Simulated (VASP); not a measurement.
# TiSi2: structure and properties in VASP, part 3 of 5

Wanted: the relaxed cell of TiSi2 and its properties. Left out of this account: 1 further run (relaxation: it shows nothing beyond the runs told). The start is a computed cell from the Materials Project.

VASP 6.6.1; PBE with D3(BJ); plane waves and PAW (Ti_sv, Si).

So far. Step 4 (Density, ELF and potential (PBE + D3(BJ))): In this run the pressure is -0.04 GPa, small enough to go on. Step 5 (Bands along the symmetry lines (PBE + D3(BJ))): There is no gap at this level.

### 6. Density of states (PBE + D3(BJ))

Here the states are counted by energy and projected on the atoms. The mesh is finer than in the run before.

INCAR reads:

```
SYSTEM = TiSi2
PREC = Accurate
ENCUT = 400
EDIFF = 1E-06
NELM = 100
ISMEAR = -5
SIGMA = 0.05
LREAL = .FALSE.
ALGO = Normal
GGA = PE
IVDW = 12
NBANDS = 36
LASPH = .TRUE.
LORBIT = 11
LWAVE = .FALSE.
LCHARG = .FALSE.
KPAR = 4
NEDOS = 2001
```

POSCAR reads:

```
TiSi2
1.0
    3.4991087470      0.0000000000      0.0000000000
    0.0000000000      0.0000000000      3.5366215432
    1.7495543735     -6.6182274379      0.0000000000
Ti Si
2 4
Direct
    0.1021586661      0.7500000000      0.7956826678
    0.8978413339      0.2500000000      0.2043173322
    0.4395943902      0.7500000000      0.1208112196
    0.5604056098      0.2500000000      0.8791887804
    0.7505201556      0.7500000000      0.4989596888
    0.2494798444      0.2500000000      0.5010403112
```

KPOINTS reads:

```
Automatic mesh
0
Gamma
12 11 12
0 0 0
```

The projector-augmented-wave data sets are Ti_sv and Si (PBE family, release 64).

On the command line:

```
> mpirun -np 4 vasp_std
```

The program printed:

```text
[... set-up lines as in an earlier step ...]
 entering main loop
       N       E                     dE             d eps       ncg     rms          rms(c)
DAV:   1     0.351572359662E+03    0.35157E+03   -0.15434E+04 18640   0.994E+02
DAV:   2    -0.438725151740E+01   -0.35596E+03   -0.33987E+03 18796   0.321E+02
DAV:   3    -0.415943759324E+02   -0.37207E+02   -0.36346E+02 28844   0.925E+01
DAV:   4    -0.442284005015E+02   -0.26340E+01   -0.26003E+01 25436   0.220E+01
DAV:   5    -0.443408657629E+02   -0.11247E+00   -0.11239E+00 26084   0.408E+00    0.198E+01
DAV:   6    -0.413936897296E+02    0.29472E+01   -0.17845E+01 24284   0.331E+01    0.744E+00
DAV:   7    -0.407546968902E+02    0.63899E+00   -0.45493E+00 22296   0.175E+01    0.627E+00
DAV:   8    -0.406543218267E+02    0.10038E+00   -0.47554E-01 22368   0.553E+00    0.866E-01
DAV:   9    -0.406502746734E+02    0.40472E-02   -0.59645E-02 23400   0.170E+00    0.591E-01
DAV:  10    -0.406509862854E+02   -0.71161E-03   -0.40708E-03 24384   0.415E-01    0.202E-01
DAV:  11    -0.406510558335E+02   -0.69548E-04   -0.68895E-04 24996   0.203E-01    0.429E-02
DAV:  12    -0.406510281586E+02    0.27675E-04   -0.80710E-05 23492   0.705E-02    0.161E-02
DAV:  13    -0.406510308022E+02   -0.26437E-05   -0.60329E-06 25544   0.146E-02    0.312E-03
DAV:  14    -0.406510312190E+02   -0.41675E-06   -0.49550E-07 12204   0.537E-03
   1 F= -.43963827E+02 E0= -.43963827E+02  d E =0.000000E+00
 -----------------------------------------------------------------------------
|                                                                             |
|           W    W    AA    RRRRR   N    N  II  N    N   GGGG   !!!           |
|           W    W   A  A   R    R  NN   N  II  NN   N  G    G  !!!           |
|           W    W  A    A  R    R  N N  N  II  N N  N  G       !!!           |
|           W WW W  AAAAAA  RRRRR   N  N N  II  N  N N  G  GGG   !            |
|           WW  WW  A    A  R   R   N   NN  II  N   NN  G    G                |
|           W    W  A    A  R    R  N    N  II  N    N   GGGG   !!!           |
|                                                                             |
|     Tetrahedron method does not include variations of the Fermi             |
|     occupations, so forces and stress will be inaccurate. We suggest        |
|     using a different smearing scheme ISMEAR = 1 or 2 for metals in         |
|     relaxations.                                                            |
|                                                                             |
 -----------------------------------------------------------------------------
```

Elapsed: 88 s, on 4 MPI ranks of Intel Xeon Platinum 8259CL at 2.50GHz (Skylake/Cascade Lake), shared host; peak memory 2 GiB.

From OUTCAR (step 6):

```text
   k-points           NKPTS =    258   k-points in BZ     NKDIM =    258   number of bands    NBANDS=     36

   NELECT =      40.0000    total number of electrons

 E-fermi :  11.0474

 k-point     1 :       0.0000    0.0000    0.0000
  band No.  band energies     occupation
    ...
     15       8.4449      2.00000
     16       8.4971      2.00000
     17       8.8333      2.00000
     18       8.9749      2.00000
     19       9.0360      2.00000
     20      11.4704      0.00000
     21      11.8651      0.00000
     22      11.9411      0.00000
     23      11.9496      0.00000
     24      12.3599      0.00000
    ...

 Edisp (eV)   -3.31280

  Total       0.06414     0.06505    -0.05264     0.00000     0.00000     0.00000
  in kB       1.25466     1.27258    -1.02977     0.00000     0.00000     0.00000
  external pressure =        0.50 kB  Pullay stress =        0.00 kB

 POSITION                                       TOTAL-FORCE (eV/Angst)
 -----------------------------------------------------------------------------------
      1.74955     -5.26601      2.65247         0.000000      0.008662     -0.000000
      3.49911     -1.35222      0.88416        -0.000000     -0.008662      0.000000
      1.74955     -0.79956      2.65247         0.000000      0.004879     -0.000000
      3.49911     -5.81867      0.88416         0.000000     -0.004879      0.000000
      3.49911     -3.30223      2.65247         0.000000     -0.015521      0.000000
      1.74955     -3.31600      0.88416        -0.000000      0.015521     -0.000000
 -----------------------------------------------------------------------------------
    total drift:                                0.000000     -0.000000      0.000000

  FREE ENERGIE OF THE ION-ELECTRON SYSTEM (eV)
  ---------------------------------------------------
  free  energy   TOTEN  =       -43.9638268103 eV

  energy  without entropy=      -43.9638268103  energy(sigma->0) =      -43.96382681

[... 7 parts as in an earlier step ...]

[... 9 further parts left out ...]
```

With tetrahedra the forces and stress of a metal are not exact derivatives of the energy.

This step gave:

| Property | Result |
| --- | --- |
| irreducible k-points | 258 |
| free energy (TOTEN) | -43.96 eV |
| pressure | 0.04992 GPa |
| DOS at the Fermi level | 1.363 states/eV/cell |

The density of states has structure finer than the step of the table below, so its rows give means over 0.5 eV, whole bins alone (the curve runs from -12.0 to 2.27 eV). Peaks (eV: height): total -8.10: 1.75, -2.62: 4.72, 0.73: 4.08, 1.76: 7.71; Ti d -1.67: 1.33, 1.76: 5.10; Si p -5.03: 0.524, -3.06: 0.930, -2.62: 0.907, 1.25: 0.423; Si s -10.94: 0.568, -8.83: 0.380, -7.66: 0.513, -6.56: 0.380; Ti p -10.94: 0.0448, -3.79: 0.155, -3.06: 0.149, 1.25: 0.0774.

States under -12.0 eV and over 2.3 eV are left out. Density of states against energy, zero at the Fermi level; means over each step; values in states/eV/cell:

```csv
energy (eV),total,Ti d,Si p,Si s,Ti p,Ti s
-11.5,0.925,0.00552,0.0341,0.330,0.0193,0.0305
-11.0,1.36,0.0140,0.0580,0.492,0.0370,0.0309
-10.5,1.35,0.0235,0.0705,0.484,0.0373,0.0224
-10.0,1.33,0.0321,0.0839,0.463,0.0359,0.0161
-9.5,1.10,0.0382,0.0807,0.369,0.0249,0.0119
-9.0,1.00,0.0422,0.0887,0.315,0.0180,0.0128
-8.5,1.15,0.0494,0.112,0.335,0.0217,0.0212
-8.0,1.63,0.0782,0.151,0.483,0.0339,0.0233
-7.5,1.23,0.0721,0.104,0.386,0.0243,0.0123
-7.0,1.10,0.0677,0.104,0.321,0.0215,0.0203
-6.5,1.43,0.0873,0.201,0.289,0.0264,0.0500
-6.0,1.31,0.0828,0.271,0.146,0.0258,0.0414
-5.5,1.91,0.136,0.393,0.181,0.0476,0.0671
-5.0,2.07,0.174,0.443,0.164,0.0543,0.0689
-4.5,2.09,0.208,0.458,0.129,0.0644,0.0596
-4.0,2.72,0.311,0.619,0.126,0.104,0.0504
-3.5,3.43,0.520,0.801,0.105,0.130,0.0331
-3.0,3.96,0.809,0.856,0.0913,0.132,0.0239
-2.5,4.28,1.23,0.811,0.0669,0.0942,0.0149
-2.0,3.46,1.23,0.577,0.0507,0.0486,0.00882
-1.5,3.11,1.23,0.454,0.0729,0.0319,0.00954
-1.0,2.34,1.06,0.298,0.0415,0.0158,0.00741
-0.5,1.33,0.681,0.148,0.0156,0.00634,0.00413
0.0,1.53,0.859,0.138,0.0173,0.00836,0.00424
0.5,2.73,1.46,0.258,0.0632,0.0238,0.0169
1.0,3.85,1.98,0.341,0.171,0.0445,0.0312
1.5,5.68,3.34,0.369,0.202,0.0681,0.0690
2.0,4.94,3.08,0.292,0.211,0.0461,0.0599
```

The finer mesh and the other smearing move the Fermi level by -0.01 eV from the 8×8×8 run, a small shift, which tests the Fermi level alone. Of the states within 0.3 eV of the Fermi level, the largest shares in the PAW spheres are Ti d 56 % and Si p 9 %. The rest lies in smaller channels or between the spheres.

### 7. Field gradients at the nuclei (PBE + D3(BJ))

Field gradients probe how far the charge around each nucleus departs from cubic symmetry; LASPH keeps the non-spherical terms inside the spheres.

INCAR reads:

```
SYSTEM = TiSi2
PREC = Accurate
ENCUT = 400
EDIFF = 1E-07
NELM = 100
ISMEAR = 0
SIGMA = 0.05
LREAL = .FALSE.
ALGO = Normal
GGA = PE
IVDW = 12
NBANDS = 26
LASPH = .TRUE.
LORBIT = 11
LWAVE = .FALSE.
LCHARG = .FALSE.
KPAR = 4
LEFG = .TRUE.
```

POSCAR is that of step 6.

KPOINTS reads:

```
Automatic mesh
0
Gamma
8 8 8
0 0 0
```

On the command line:

```
> mpirun -np 4 vasp_std
```

The program printed:

```text
[... set-up lines as in an earlier step ...]
 entering main loop
       N       E                     dE             d eps       ncg     rms          rms(c)
[... 12 cycles as in an earlier step ...]
DAV:  13    -0.406552370963E+02   -0.91849E-07   -0.49548E-06  7946   0.191E-02    0.305E-03
DAV:  14    -0.406552369797E+02    0.11667E-06   -0.99103E-07  7710   0.720E-03    0.248E-03
DAV:  15    -0.406552370673E+02   -0.87633E-07   -0.44306E-07  5822   0.494E-03
ion   1
     0.0000000    -0.0000000     0.0000000     0.0428413     0.0000000     0.7845543
     0.0000422    -0.0000000     0.0000000     0.0428412     0.0000000     0.7845543
     0.0000581    -0.0000000     0.0000000     0.0428412     0.0000000     0.7845543
     0.0000800    -0.0000000     0.0000000     0.0428412     0.0000000     0.7845543
     0.0001102    -0.0000000     0.0000000     0.0428412     0.0000000     0.7845543

     0.0000000    -0.0000000     0.0000000    -6.3342552     0.0000000    -6.7781682
     0.0000422    -0.0000000     0.0000000    -6.3342206     0.0000000    -6.7781144
     0.0000581    -0.0000000     0.0000000    -6.3342015     0.0000000    -6.7780838
     0.0000800    -0.0000000     0.0000000    -6.3341710     0.0000000    -6.7780342
     0.0001102    -0.0000000     0.0000000    -6.3341224     0.0000000    -6.7779544

ion   2
     0.0000000    -0.0000000     0.0000000     0.0428413     0.0000000     0.7845543
     0.0000422    -0.0000000     0.0000000     0.0428412     0.0000000     0.7845543
     0.0000581    -0.0000000     0.0000000     0.0428412     0.0000000     0.7845543
     0.0000800    -0.0000000     0.0000000     0.0428412     0.0000000     0.7845543
     0.0001102    -0.0000000     0.0000000     0.0428412     0.0000000     0.7845543

     0.0000000    -0.0000000     0.0000000    -6.3342552     0.0000000    -6.7781682
     0.0000422    -0.0000000     0.0000000    -6.3342206     0.0000000    -6.7781144
     0.0000581    -0.0000000     0.0000000    -6.3342015     0.0000000    -6.7780838
     0.0000800    -0.0000000     0.0000000    -6.3341710     0.0000000    -6.7780342
     0.0001102    -0.0000000     0.0000000    -6.3341224     0.0000000    -6.7779544

ion   3
     0.0000000    -0.0000000    -0.0000000     1.2566057     0.0000000     1.6422886
     0.0000353    -0.0000000    -0.0000000     1.2566057     0.0000000     1.6422886
     0.0000487    -0.0000000    -0.0000000     1.2566057     0.0000000     1.6422886
     0.0000670    -0.0000000    -0.0000000     1.2566057     0.0000000     1.6422886
     0.0000923    -0.0000000    -0.0000000     1.2566057     0.0000000     1.6422886

     0.0000000    -0.0000000    -0.0000000    12.8847309     0.0000000    31.4344933
     0.0000353    -0.0000000    -0.0000000    12.8847095     0.0000000    31.4344376
     0.0000487    -0.0000000    -0.0000000    12.8846962     0.0000000    31.4344033
     0.0000670    -0.0000000    -0.0000000    12.8846741     0.0000000    31.4343460
     0.0000923    -0.0000000    -0.0000000    12.8846375     0.0000000    31.4342512

ion   4
     0.0000000    -0.0000000    -0.0000000     1.2566057     0.0000000     1.6422886
     0.0000353    -0.0000000    -0.0000000     1.2566057     0.0000000     1.6422886
     0.0000487    -0.0000000    -0.0000000     1.2566057     0.0000000     1.6422886
     0.0000670    -0.0000000    -0.0000000     1.2566057     0.0000000     1.6422886
     0.0000923    -0.0000000    -0.0000000     1.2566057     0.0000000     1.6422886

     0.0000000    -0.0000000    -0.0000000    12.8847309     0.0000000    31.4344933
     0.0000353    -0.0000000    -0.0000000    12.8847095     0.0000000    31.4344376
     0.0000487    -0.0000000    -0.0000000    12.8846962     0.0000000    31.4344033
     0.0000670    -0.0000000    -0.0000000    12.8846741     0.0000000    31.4343460
     0.0000923    -0.0000000    -0.0000000    12.8846375     0.0000000    31.4342512

ion   5
     0.0000000    -0.0000000    -0.0000000    -0.1716670    -0.0000000    -0.2392651
     0.0000353    -0.0000000    -0.0000000    -0.1716670    -0.0000000    -0.2392651
     0.0000487    -0.0000000    -0.0000000    -0.1716670    -0.0000000    -0.2392651
     0.0000670    -0.0000000    -0.0000000    -0.1716670    -0.0000000    -0.2392651
     0.0000923    -0.0000000    -0.0000000    -0.1716670    -0.0000000    -0.2392651

     0.0000000    -0.0000000    -0.0000000    -7.8104312    -0.0000000   -11.8559768
     0.0000353    -0.0000000    -0.0000000    -7.8104168    -0.0000000   -11.8559550
     0.0000487    -0.0000000    -0.0000000    -7.8104080    -0.0000000   -11.8559415
     0.0000670    -0.0000000    -0.0000000    -7.8103932    -0.0000000   -11.8559189
     0.0000923    -0.0000000    -0.0000000    -7.8103687    -0.0000000   -11.8558817

ion   6
     0.0000000    -0.0000000    -0.0000000    -0.1716670    -0.0000000    -0.2392651
     0.0000353    -0.0000000    -0.0000000    -0.1716670    -0.0000000    -0.2392651
     0.0000487    -0.0000000    -0.0000000    -0.1716670    -0.0000000    -0.2392651
     0.0000670    -0.0000000    -0.0000000    -0.1716670    -0.0000000    -0.2392651
     0.0000923    -0.0000000    -0.0000000    -0.1716670    -0.0000000    -0.2392651

     0.0000000    -0.0000000    -0.0000000    -7.8104312    -0.0000000   -11.8559768
     0.0000353    -0.0000000    -0.0000000    -7.8104168    -0.0000000   -11.8559550
     0.0000487    -0.0000000    -0.0000000    -7.8104080    -0.0000000   -11.8559415
     0.0000670    -0.0000000    -0.0000000    -7.8103932    -0.0000000   -11.8559189
     0.0000923    -0.0000000    -0.0000000    -7.8103687    -0.0000000   -11.8558817

   1 F= -.43968033E+02 E0= -.43967061E+02  d E =-.194342E-02
```

Wall time 30 s (4 MPI ranks); peak memory 1.1 GiB; 2 min of CPU time.

OUTCAR, selected parts (step 7):

```text
   NELECT =      40.0000    total number of electrons

 E-fermi :  11.0549

 k-point     1 :       0.0000    0.0000    0.0000
  band No.  band energies     occupation
    ...
     15       8.4452      2.00000
     16       8.4962      2.00000
     17       8.8332      2.00000
     18       8.9744      2.00000
     19       9.0364      2.00000
     20      11.4713      0.00000
     21      11.8661      0.00000
     22      11.9412      0.00000
     23      11.9507      0.00000
     24      12.3600      0.00000
    ...

 Edisp (eV)   -3.31280

  Total       0.03789    -0.04092    -0.00196     0.00000     0.00000     0.00000
  in kB       0.74125    -0.80041    -0.03831     0.00000     0.00000     0.00000
  external pressure =       -0.03 kB  Pullay stress =        0.00 kB

 POSITION                                       TOTAL-FORCE (eV/Angst)
 -----------------------------------------------------------------------------------
      1.74955     -5.26601      2.65247        -0.000000      0.009871     -0.000000
      3.49911     -1.35222      0.88416         0.000000     -0.009871     -0.000000
      1.74955     -0.79956      2.65247         0.000000      0.002514      0.000000
      3.49911     -5.81867      0.88416         0.000000     -0.002514      0.000000
      3.49911     -3.30223      2.65247         0.000000     -0.009970      0.000000
      1.74955     -3.31600      0.88416         0.000000      0.009970      0.000000
 -----------------------------------------------------------------------------------
    total drift:                                0.000000     -0.000000      0.000000

  FREE ENERGIE OF THE ION-ELECTRON SYSTEM (eV)
  ---------------------------------------------------
  free  energy   TOTEN  =       -43.9680326586 eV

  energy  without entropy=      -43.9660892376  energy(sigma->0) =      -43.96706095

 Electric field gradients after diagonalization (V/A^2)
 (convention: |V_zz| > |V_xx| > |V_yy|)
----------------------------------------------------------------------
 ion       V_xx      V_yy      V_zz     asymmetry (V_yy - V_xx)/ V_zz
----------------------------------------------------------------------
   1       7.780     3.899   -11.679       0.332
   2       7.780     3.899   -11.679       0.332
   3     -26.759   -16.583    43.342       0.235
   4     -26.759   -16.583    43.342       0.235
   5      10.007     8.101   -18.108       0.105
   6      10.007     8.101   -18.108       0.105
----------------------------------------------------------------------

[... 9 parts as in an earlier step ...]

[... 8 further parts left out ...]
```

This step gave:

* SCF cycles: 15
* bands: 26
* irreducible k-points: 105
* free energy (TOTEN): -43.97 eV
* pressure: -0.003249 GPa

Electric field gradients, by row:

```csv
atom,Vxx (V/Å²),Vyy (V/Å²),Vzz (V/Å²),asymmetry
Ti1,7.78,3.899,-11.68,0.332
Ti2,7.78,3.899,-11.68,0.332
Si3,-26.76,-16.58,43.34,0.235
Si4,-26.76,-16.58,43.34,0.235
Si5,10.01,8.101,-18.11,0.105
Si6,10.01,8.101,-18.11,0.105
```

The largest gradient, 43.34 V/Å², sits on Si3 and like sites; the stable nuclei of Si have no quadrupole moment in their ground state, so NMR and NQR don't see it.

(Continued in part 4 of 5.)

[Lines on the potential files, build, host, timing and source positions are cut from VASP's logs without a mark.]

[Logs are printed without paths, hosts, clocks, repeated set-up lines and the standing remarks that a program may print on its own settings, such as how far it seeks lower states.]

[Hosts, paths, dates, database ids (printed as entryN), source tags and the programs' standing remarks are cut or masked in the printed files.]

[A measured line is paired with the nearest computed mode of its activity, which favours agreement.]
